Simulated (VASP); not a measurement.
Output of a VASP run:

File OSZICAR:
```
...
DAV:   5    -0.186286699960E+02    0.13690E-05   -0.11734E-05  3858   0.234E-02    0.983E-03
DAV:   6    -0.186286704545E+02   -0.45851E-06   -0.65334E-07  1806   0.673E-03
   4 F= -.89718027E+01 E0= -.89715691E+01  d E =-.119338E+00
       N       E                     dE             d eps       ncg     rms          rms(c)
DAV:   1    -0.186154891684E+02    0.13181E-01   -0.37354E-03  3360   0.565E-01    0.169E-01
DAV:   2    -0.186153822312E+02    0.10694E-03   -0.23853E-04  3390   0.134E-01    0.493E-02
DAV:   3    -0.186153464388E+02    0.35792E-04   -0.61537E-05  3492   0.655E-02    0.192E-02
DAV:   4    -0.186153432006E+02    0.32382E-05   -0.78452E-06  3816   0.235E-02    0.172E-02
DAV:   5    -0.186153436805E+02   -0.47991E-06   -0.91780E-07  1868   0.689E-03
   5 F= -.89717929E+01 E0= -.89715700E+01  d E =-.119328E+00
       N       E                     dE             d eps       ncg     rms          rms(c)
DAV:   1    -0.186140409314E+02    0.13023E-02   -0.23942E-01  3384   0.410E+00    0.340E-01
DAV:   2    -0.186114982381E+02    0.25427E-02   -0.37945E-03  4254   0.496E-01    0.281E-01
DAV:   3    -0.186107778500E+02    0.72039E-03   -0.73640E-04  4176   0.198E-01    0.218E-01
DAV:   4    -0.186106216824E+02    0.15617E-03   -0.31846E-04  4268   0.133E-01    0.849E-02
DAV:   5    -0.186106215337E+02    0.14860E-06   -0.21247E-05  4142   0.360E-02    0.483E-03
DAV:   6    -0.186106216011E+02   -0.67330E-07   -0.14700E-07  1950   0.352E-03
   6 F= -.89729392E+01 E0= -.89728830E+01  d E =-.114636E-02
       N       E                     dE             d eps       ncg     rms          rms(c)
DAV:   1    -0.186089100012E+02    0.17115E-02   -0.33431E-02  3384   0.153E+00    0.128E-01
DAV:   2    -0.186085524143E+02    0.35759E-03   -0.53169E-04  4242   0.186E-01    0.106E-01
DAV:   3    -0.186084498610E+02    0.10255E-03   -0.10575E-04  4200   0.751E-02    0.807E-02
DAV:   4    -0.186084280953E+02    0.21766E-04   -0.43834E-05  4274   0.493E-02    0.319E-02
DAV:   5    -0.186084279646E+02    0.13070E-06   -0.28288E-06  2822   0.133E-02
   7 F= -.89730286E+01 E0= -.89730619E+01  d E =-.123573E-02
       N       E                     dE             d eps       ncg     rms          rms(c)
DAV:   1    -0.186414653336E+02   -0.33037E-01   -0.22074E-02  3360   0.137E+00    0.410E-01
DAV:   2    -0.186408288964E+02    0.63644E-03   -0.14088E-03  3402   0.326E-01    0.119E-01
DAV:   3    -0.186406156075E+02    0.21329E-03   -0.36379E-04  3474   0.159E-01    0.476E-02
DAV:   4    -0.186405929418E+02    0.22666E-04   -0.46430E-05  3850   0.570E-02    0.423E-02
DAV:   5    -0.186405887340E+02    0.42077E-05   -0.60472E-06  3810   0.167E-02    0.755E-03
DAV:   6    -0.186405884290E+02    0.30504E-06   -0.35384E-07  1764   0.494E-03
   8 F= -.89729014E+01 E0= -.89729161E+01  d E =0.127179E-03
       N       E                     dE             d eps       ncg     rms          rms(c)
DAV:   1    -0.186179425441E+02    0.22646E-01   -0.11449E-02  3360   0.989E-01    0.294E-01
DAV:   2    -0.186176138219E+02    0.32872E-03   -0.72921E-04  3402   0.235E-01    0.857E-02
DAV:   3    -0.186175036357E+02    0.11019E-03   -0.19010E-04  3444   0.115E-01    0.345E-02
DAV:   4    -0.186174933298E+02    0.10306E-04   -0.23588E-05  3808   0.406E-02    0.307E-02
DAV:   5    -0.186174936687E+02   -0.33890E-06   -0.31527E-06  3516   0.121E-02
   9 F= -.89730518E+01 E0= -.89730801E+01  d E =-.232308E-04
```

OUTCAR:
```
------------------------ aborting loop because EDIFF is reached ----------------------------------------
  FORCE on cell =-STRESS in cart. coord.  units (eV):
  Direction    XX          YY          ZZ          XY          YZ          ZX
  --------------------------------------------------------------------------------------
  Total        9.6428957      9.6428938      9.6404085      0.0000000      0.0000000     -0.0000000
  in kB      449.9278589    449.9277692    449.8118117      0.0000000      0.0000000     -0.0000000
  external PRESSURE =      -0.1108534 kB  Pullay stress =     450.0000000 kB
  volume of cell :       34.34
      direct lattice vectors                 reciprocal lattice vectors
     1.454184197 -2.518720662 -0.000000000     0.343835397 -0.198513479 -0.000000000
     1.454184197  2.518720662 -0.000000000     0.343835397  0.198513479  0.000000000
     0.000000000 -0.000000000  4.687548184     0.000000000  0.000000000  0.213331140
 POSITION                                       TOTAL-FORCE (eV/Angst)
 -----------------------------------------------------------------------------------
      1.45418      0.83958      1.17189         0.000000     -0.000000      0.000000
      1.45418     -0.83958      3.51566        -0.000000      0.000000      0.000000
 -----------------------------------------------------------------------------------
    total drift:                                0.000000      0.000142     -0.000014
  FREE ENERGIE OF THE ION-ELECTRON SYSTEM (eV)
  ---------------------------------------------------
  free  energy   TOTEN  =       -18.6174936687 eV

  energy  without entropy=      -18.6175782786  energy(sigma->0) =      -18.61752187
  enthalpy is  TOTEN    =        -8.9730518489 eV   P V=        9.6444418199

 reached required accuracy - stopping structural energy minimisation
```
(Selected blocks of OUTCAR.)

POSCAR:
```
Hf
1
    1.4933283567    -2.5865204506     0.0000000000
    1.4933283567     2.5865204506     0.0000000000
    0.0000000000     0.0000000000     4.7648857593
Hf
2
Direct
  0.3333330000   0.6666670000   0.2500000000
  0.6666670000   0.3333330000   0.7500000000
```

Question: Write an INCAR and KPOINTS that could have produced this output.

Answer: One answer among several that fit: the input of the run itself, PBE GGA, plane waves, VASP's PBE PAW potentials (set 64).

INCAR:
```
ALGO = Normal
EDIFF = 1E-6
EDIFFG = -0.02
ENCUT = 500
GGA = PE
IBRION = 2
ISIF = 3
ISMEAR = 1
LASPH = .TRUE.
LCHARG = .FALSE.
LMAXMIX = 6
LREAL = .FALSE.
LWAVE = .FALSE.
NELM = 100
NSW = 40
PREC = Accurate
PSTRESS = 450
SIGMA = 0.1
SYSTEM = Hf
```

KPOINTS:
```
Automatic mesh
0
Gamma
14 14 8
0 0 0
```

POTCAR, in this order: Hf_pv (PBE.64 set). Program: vasp_std.

Energy and stress use the plane-wave basis of the starting cell.

The compound is Hf in the hcp structure. This run relaxes it under an external pressure of 45 GPa. Symmetry was kept, so distortions that lower it aren't found.
